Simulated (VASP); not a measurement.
All values below come from PBE GGA, VASP's PBE PAW potentials (set 64) (plane waves; VASP).

A VASP calculation is set up with these files.

KPOINTS:
```
Automatic mesh
0
Gamma
15 15 15
0 0 0
```

File POSCAR:
```
V
1
   -1.5453000000     1.5453000000     1.5453000000
    1.5453000000    -1.5453000000     1.5453000000
    1.5453000000     1.5453000000    -1.5453000000
V
1
Direct
  0.0000000000   0.0000000000   0.0000000000
```

INCAR:
```
# general
SYSTEM =V
PREC   =Accurate
ENCUT  =400
LREAL  =.FALSE.
LASPH  =.TRUE.   # aspherical one-centre terms

# electronic loop
EDIFF  =1E-6   # SCF stop (eV)
NELM   =100
ALGO   =Normal
IMIX   =1
AMIX   =0.05
BMIX   =3.0
LMAXMIX=4   # l cut-off of mixed one-centre charges

# smearing
ISMEAR =1   # Methfessel-Paxton
SIGMA  =0.1

# functional
GGA    =PE

# ions
ISIF   =2

# output
LWAVE  =.FALSE.
LCHARG =.FALSE.
```

POTCAR, in this order: V_sv (PBE.64 set). Program: vasp_std.

What VASP printed:

### OSZICAR
```
...
DAV:  12    -0.953838461148E+01    0.86165E-01   -0.13983E-02  2414   0.169E+00    0.833E+00
DAV:  13    -0.946379089930E+01    0.74594E-01   -0.11957E-02  2410   0.155E+00    0.756E+00
DAV:  14    -0.939860890245E+01    0.65182E-01   -0.10290E-02  2412   0.143E+00    0.688E+00
DAV:  15    -0.934122275370E+01    0.57386E-01   -0.89167E-03  2412   0.132E+00    0.625E+00
DAV:  16    -0.929068567152E+01    0.50537E-01   -0.77331E-03  2412   0.122E+00    0.568E+00
DAV:  17    -0.924635512939E+01    0.44331E-01   -0.66784E-03  2412   0.113E+00    0.516E+00
DAV:  18    -0.920761427293E+01    0.38741E-01   -0.57404E-03  2414   0.104E+00    0.469E+00
DAV:  19    -0.917383033608E+01    0.33784E-01   -0.49177E-03  2410   0.950E-01    0.426E+00
DAV:  20    -0.914438761268E+01    0.29443E-01   -0.42049E-03  2412   0.871E-01    0.387E+00
DAV:  21    -0.911871690858E+01    0.25671E-01   -0.35928E-03  2414   0.798E-01    0.352E+00
DAV:  22    -0.909631002344E+01    0.22407E-01   -0.30699E-03  2412   0.731E-01    0.320E+00
DAV:  23    -0.907672322252E+01    0.19587E-01   -0.26244E-03  2412   0.670E-01    0.292E+00
DAV:  24    -0.905957446114E+01    0.17149E-01   -0.22454E-03  2412   0.614E-01    0.266E+00
DAV:  25    -0.904453738651E+01    0.15037E-01   -0.19229E-03  2414   0.562E-01    0.244E+00
DAV:  26    -0.903133404862E+01    0.13203E-01   -0.16475E-03  2412   0.515E-01    0.223E+00
DAV:  27    -0.901972745101E+01    0.11607E-01   -0.14127E-03  2412   0.472E-01    0.205E+00
DAV:  28    -0.900951472157E+01    0.10213E-01   -0.12119E-03  2414   0.433E-01    0.189E+00
DAV:  29    -0.900052128089E+01    0.89934E-02   -0.10400E-03  2416   0.397E-01    0.174E+00
DAV:  30    -0.899259610099E+01    0.79252E-02   -0.89275E-04  2418   0.363E-01    0.162E+00
DAV:  31    -0.898560794676E+01    0.69882E-02   -0.76658E-04  2414   0.333E-01    0.150E+00
DAV:  32    -0.897944241885E+01    0.61655E-02   -0.65843E-04  2414   0.305E-01    0.140E+00
DAV:  33    -0.897399956453E+01    0.54429E-02   -0.56574E-04  2420   0.279E-01    0.131E+00
DAV:  34    -0.896919193547E+01    0.48076E-02   -0.48630E-04  2418   0.256E-01    0.123E+00
DAV:  35    -0.896494296138E+01    0.42490E-02   -0.41823E-04  2418   0.234E-01    0.116E+00
DAV:  36    -0.896118556590E+01    0.37574E-02   -0.35992E-04  2418   0.214E-01    0.110E+00
DAV:  37    -0.895786096279E+01    0.33246E-02   -0.30994E-04  2418   0.196E-01    0.104E+00
DAV:  38    -0.895491761850E+01    0.29433E-02   -0.26712E-04  2418   0.180E-01    0.991E-01
DAV:  39    -0.895231034305E+01    0.26073E-02   -0.23041E-04  2420   0.165E-01    0.946E-01
DAV:  40    -0.894999949183E+01    0.23109E-02   -0.19895E-04  2418   0.151E-01    0.906E-01
DAV:  41    -0.894795027221E+01    0.20492E-02   -0.17196E-04  2420   0.138E-01    0.870E-01
DAV:  42    -0.894613213289E+01    0.18181E-02   -0.14880E-04  2418   0.127E-01    0.837E-01
DAV:  43    -0.894451822851E+01    0.16139E-02   -0.12892E-04  2418   0.116E-01    0.806E-01
DAV:  44    -0.894308495240E+01    0.14333E-02   -0.11183E-04  2418   0.107E-01    0.778E-01
DAV:  45    -0.894181153923E+01    0.12734E-02   -0.97133E-05  2420   0.983E-02    0.752E-01
DAV:  46    -0.894067970086E+01    0.11318E-02   -0.84485E-05  2416   0.905E-02    0.728E-01
DAV:  47    -0.893967332404E+01    0.10064E-02   -0.73593E-05  2420   0.834E-02    0.704E-01
DAV:  48    -0.893877819915E+01    0.89512E-03   -0.64198E-05  2416   0.770E-02    0.682E-01
DAV:  49    -0.893798178503E+01    0.79641E-03   -0.56090E-05  2422   0.712E-02    0.661E-01
DAV:  50    -0.893727300157E+01    0.70878E-03   -0.49082E-05  2414   0.660E-02    0.641E-01
DAV:  51    -0.893664206125E+01    0.63094E-03   -0.43019E-05  2418   0.614E-02    0.622E-01
DAV:  52    -0.893608030091E+01    0.56176E-03   -0.37765E-05  2410   0.572E-02    0.603E-01
DAV:  53    -0.893558004875E+01    0.50025E-03   -0.33208E-05  2414   0.534E-02    0.585E-01
DAV:  54    -0.893513451598E+01    0.44553E-03   -0.29250E-05  2406   0.501E-02    0.567E-01
DAV:  55    -0.893473767778E+01    0.39684E-03   -0.25807E-05  2406   0.470E-02    0.550E-01
DAV:  56    -0.893438418982E+01    0.35349E-03   -0.22809E-05  2406   0.443E-02    0.534E-01
DAV:  57    -0.893406930970E+01    0.31488E-03   -0.20195E-05  2404   0.419E-02    0.517E-01
DAV:  58    -0.893378882160E+01    0.28049E-03   -0.17905E-05  2404   0.397E-02    0.501E-01
DAV:  59    -0.893353898121E+01    0.24984E-03   -0.15898E-05  2406   0.378E-02    0.486E-01
DAV:  60    -0.893331645687E+01    0.22252E-03   -0.14141E-05  2402   0.359E-02    0.471E-01
DAV:  61    -0.893311828547E+01    0.19817E-03   -0.12600E-05  2404   0.343E-02    0.456E-01
DAV:  62    -0.893294183071E+01    0.17645E-03   -0.11244E-05  2402   0.327E-02    0.442E-01
DAV:  63    -0.893278474119E+01    0.15709E-03   -0.10049E-05  2400   0.313E-02    0.428E-01
DAV:  64    -0.893264492419E+01    0.13982E-03   -0.89943E-06  2396   0.299E-02    0.414E-01
DAV:  65    -0.893252051501E+01    0.12441E-03   -0.80623E-06  2364   0.287E-02    0.401E-01
DAV:  66    -0.893240984865E+01    0.11067E-03   -0.72372E-06  2350   0.275E-02    0.387E-01
DAV:  67    -0.893231144168E+01    0.98407E-04   -0.65053E-06  2318   0.264E-02    0.375E-01
DAV:  68    -0.893222396970E+01    0.87472E-04   -0.58552E-06  2286   0.254E-02    0.362E-01
DAV:  69    -0.893214625312E+01    0.77717E-04   -0.52767E-06  2278   0.244E-02    0.350E-01
DAV:  70    -0.893207723309E+01    0.69020E-04   -0.47619E-06  2228   0.235E-02    0.339E-01
DAV:  71    -0.893201597268E+01    0.61260E-04   -0.43022E-06  2208   0.226E-02    0.327E-01
DAV:  72    -0.893196162668E+01    0.54346E-04   -0.38914E-06  2192   0.218E-02    0.316E-01
DAV:  73    -0.893191344704E+01    0.48180E-04   -0.35224E-06  2144   0.209E-02    0.305E-01
DAV:  74    -0.893187076389E+01    0.42683E-04   -0.31953E-06  2136   0.202E-02    0.295E-01
DAV:  75    -0.893183297600E+01    0.37788E-04   -0.28968E-06  2108   0.194E-02    0.285E-01
DAV:  76    -0.893179955043E+01    0.33426E-04   -0.26357E-06  2104   0.187E-02    0.275E-01
DAV:  77    -0.893177000934E+01    0.29541E-04   -0.23899E-06  2048   0.180E-02    0.265E-01
DAV:  78    -0.893174392537E+01    0.26084E-04   -0.21856E-06  2042   0.174E-02    0.256E-01
DAV:  79    -0.893172091816E+01    0.23007E-04   -0.19814E-06  2012   0.168E-02    0.247E-01
DAV:  80    -0.893170064575E+01    0.20272E-04   -0.18174E-06  1924   0.162E-02    0.238E-01
DAV:  81    -0.893168280653E+01    0.17839E-04   -0.16612E-06  1894   0.157E-02    0.230E-01
DAV:  82    -0.893166712699E+01    0.15680E-04   -0.15280E-06  1800   0.152E-02    0.222E-01
DAV:  83    -0.893165336710E+01    0.13760E-04   -0.13895E-06  1658   0.146E-02    0.214E-01
DAV:  84    -0.893164131075E+01    0.12056E-04   -0.13012E-06  1618   0.142E-02    0.206E-01
DAV:  85    -0.893163076429E+01    0.10546E-04   -0.11763E-06  1544   0.137E-02    0.199E-01
DAV:  86    -0.893162155907E+01    0.92052E-05   -0.10918E-06  1488   0.133E-02    0.192E-01
DAV:  87    -0.893161353702E+01    0.80221E-05   -0.99358E-07  1416   0.128E-02    0.185E-01
DAV:  88    -0.893160656601E+01    0.69710E-05   -0.92822E-07  1392   0.124E-02    0.178E-01
DAV:  89    -0.893160052141E+01    0.60446E-05   -0.84256E-07  1296   0.120E-02    0.172E-01
DAV:  90    -0.893159529527E+01    0.52261E-05   -0.79146E-07  1272   0.116E-02    0.165E-01
DAV:  91    -0.893159079247E+01    0.45028E-05   -0.71892E-07  1248   0.112E-02    0.159E-01
DAV:  92    -0.893158692720E+01    0.38653E-05   -0.66844E-07  1208   0.109E-02    0.154E-01
DAV:  93    -0.893158362124E+01    0.33060E-05   -0.61016E-07  1200   0.105E-02    0.148E-01
DAV:  94    -0.893158080763E+01    0.28136E-05   -0.56587E-07  1200   0.101E-02    0.142E-01
DAV:  95    -0.893157842681E+01    0.23808E-05   -0.51770E-07  1200   0.980E-03    0.137E-01
DAV:  96    -0.893157642285E+01    0.20040E-05   -0.48339E-07  1200   0.951E-03    0.132E-01
DAV:  97    -0.893157475085E+01    0.16720E-05   -0.44296E-07  1200   0.919E-03    0.127E-01
DAV:  98    -0.893157336753E+01    0.13833E-05   -0.41341E-07  1200   0.891E-03    0.123E-01
DAV:  99    -0.893157223446E+01    0.11331E-05   -0.37867E-07  1200   0.860E-03    0.118E-01
DAV: 100    -0.893157131964E+01    0.91482E-06   -0.35298E-07  1200   0.832E-03
   1 F= -.89315713E+01 E0= -.89315207E+01  d E =-.151973E-03
```

File OUTCAR:
```
------------------------ aborting loop because EDIFF is reached ----------------------------------------
  FORCE on cell =-STRESS in cart. coord.  units (eV):
  Direction    XX          YY          ZZ          XY          YZ          ZX
  --------------------------------------------------------------------------------------
  Total       -1.4512188     -1.4512188     -1.4512188     -0.0000000      0.0000000     -0.0000000
  in kB     -157.5233941   -157.5233941   -157.5233941     -0.0000000      0.0000000     -0.0000000
  external PRESSURE =    -157.5233941 kB  Pullay stress =       0.0000000 kB
  volume of cell :       14.76
      direct lattice vectors                 reciprocal lattice vectors
    -1.545300000  1.545300000  1.545300000     0.000000000  0.323561768  0.323561768
     1.545300000 -1.545300000  1.545300000     0.323561768  0.000000000  0.323561768
     1.545300000  1.545300000 -1.545300000     0.323561768  0.323561768  0.000000000
 POSITION                                       TOTAL-FORCE (eV/Angst)
 -----------------------------------------------------------------------------------
      0.00000      0.00000      0.00000        -0.000000      0.000000      0.000000
 -----------------------------------------------------------------------------------
    total drift:                                0.000000      0.000000      0.000000
  FREE ENERGIE OF THE ION-ELECTRON SYSTEM (eV)
  ---------------------------------------------------
  free  energy   TOTEN  =        -8.9315713196 eV

  energy  without entropy=       -8.9314193471  energy(sigma->0) =       -8.93152066
```
(Selected blocks of OUTCAR.)

The compound is V in the bcc structure. The cell was not relaxed at this level. The run is one of a series of settings (AMIX = 0.05, BMIX = 3.0, IMIX = 1 against the base run), some of them coarse on purpose. The run is not spin-polarised, so no magnetic state was tried.
